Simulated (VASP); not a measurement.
CdC2: relaxation of cell and atoms with PBE

CdC2:

```xyz
3
Lattice="-2.1989 2.1989 2.7229 2.1989 -2.1989 2.7229 2.1989 2.1989 -2.7229" Properties=species:S:1:pos:R:3 pbc="T T T"
Cd    0.0000    0.0000    0.0000
C     0.0000    0.0000    3.3444
C     0.0000    0.0000    2.1014
```

The cell comes from a database or a generator and needn't be the stable form of this composition.

- Program: VASP 6.6.1
- Task: relaxation of cell and atoms
- Functional: PBE
- Potentials or basis: VASP PAW PBE potentials, release 64 (Cd, C)
- Cutoff: 600 eV
- k mesh: 8 × 8 × 8
- Occupations: gaussian, width 0.02 eV
- Spin: no spin polarisation
- Dipole correction: no
- Further INCAR settings: ALGO = Normal; EDIFF = 1e-06; IBRION = 2; EDIFFG = -0.005; NSW = 100; ISIF = 3

| Quantity | Value |
| --- | --- |
| Relaxed volume | 17.61 Å³/atom |
| Relaxed cell | a = 4.139 Å, b = 4.139 Å, c = 4.139 Å, α = 115.79°, β = 115.79°, γ = 97.46° |
| Space group after relaxing (to 0.05 Å) | I4/mmm (No. 139) |
| Energy gained by relaxing | 0.2 meV/atom |
| Ionic steps | 5 |
| Pressure after relaxing | 0.0 GPa |
| Band gap on the k mesh | 3.70 eV, indirect (least direct gap 4.21 eV) |

Step by step:
```
step  energy change (eV)  largest force (eV/Å)  pressure (GPa)  volume (Å³)
   1              0.0000                0.0370            0.46        52.66
   2              0.0004                0.1750           -0.71        53.05
   3             -0.0005                0.0931           -0.04        52.82
   4              0.0018                0.6429            0.39        52.92
   5             -0.0005                0.0015            0.01        52.84
```

Final structure:
```
Cd C
1.0
    -2.19964    2.19964    2.73009
     2.19964   -2.19964    2.73009
     2.19964    2.19964   -2.73009
Cd C
1 2
Direct
  0.00000 0.00000 0.00000
  0.61387 0.61387 0.00000
  0.38613 0.38613 0.00000
```

Levels at points of the mesh, in eV from the valence-band top:
| k point | band 8 | band 9 | band 10 | band 11 | band 12 | band 13 |
| --- | --- | --- | --- | --- | --- | --- |
| (0.00, 0.00, 0.00) | -3.37 | -0.62 | -0.62 | 5.51 | 5.51 | 6.82 |
| (0.50, 0.00, 0.00) | -1.93 | -0.68 | -0.52 | 3.70 | 4.59 | 5.80 |
| (0.50, 0.50, 0.00) | -2.83 | -2.19 | -0.80 | 4.48 | 6.72 | 7.31 |
| (0.50, 0.50, 0.50) | -1.93 | -1.93 | -1.42 | 4.71 | 7.46 | 7.46 |

Wall time 99 s on 1 thread of AMD EPYC 9R45 (Zen 5), on a shared host, peak memory 0.21 GiB.

Caveat: the standard files for N, O and F lose accuracy on very short bonds. A k mesh can miss the band edges.
